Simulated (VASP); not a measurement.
VASP ran on this input.

**INCAR**
```
SYSTEM = AlN
PREC = Accurate; ENCUT = 520; LREAL = .False.
LASPH = .True.
EDIFF = 1E-6; NELM = 100; ALGO = Normal
LMIXTAU = .True.
ISMEAR = 1; SIGMA = 0.1
METAGGA = R2SCAN
IBRION = 2; NSW = 60; ISIF = 3
EDIFFG = -0.01
LWAVE = .False.; LCHARG = .False.
```

### POSCAR
```
AlN
1.0
  2.5827078386   0.0000000000   0.0000000000
  0.0000000000   2.5827078386   0.0000000000
  0.0000000000   0.0000000000   2.5827078386
Al N
1 1
direct
  0.0000000000   0.0000000000   0.0000000000
  0.5000000000   0.5000000000   0.5000000000
```

### KPOINTS
```
Automatic mesh
0
gamma
 13 13 13
```

POTCAR, in this order: Al N (PBE.64 set). Program: vasp_std.

Q: Translate this r2SCAN calculation to Ansatz.

A: One equivalent input (not run):
Ansatz 0.2 input:
```yaml
crystal:
  lattice:
    - [2.5827078, 0.0000000, 0.0000000]
    - [0.0000000, 2.5827078, 0.0000000]
    - [0.0000000, 0.0000000, 2.5827078]
  atoms:
    - { symbol: Al, position: [0.0000000, 0.0000000, 0.0000000] }
    - { symbol: N, position: [0.5000000, 0.5000000, 0.5000000] }
kpoints:
  mp_grid: { grid: [13, 13, 13] }
hamiltonian:
  xc: r2scan
  pseudopotentials: { kind: paw }
scf:
  occupations: { method: methfessel_paxton, width: 0.1 }
  max_iter: 100
relax:
  max_steps: 60
  f_tol: 0.01
  cell: {}
output: { forces: true, stress: true, eigenvalues: true }
```
Limits of the translation: each code has its own PAW files, so the cut-off isn't converted (ENCUT is set for VASP's; basis.ecutwfc is left out, and Ansatz then takes the one that its files recommend); Ansatz stops its SCF on the density residual and VASP on the energy change (EDIFF).

The structure was generated: AlN was put into the CsCl type (Pm-3m), which need not be its known phase. It was relaxed first, which changed the volume by +12 %. The start is the result of an earlier pass.
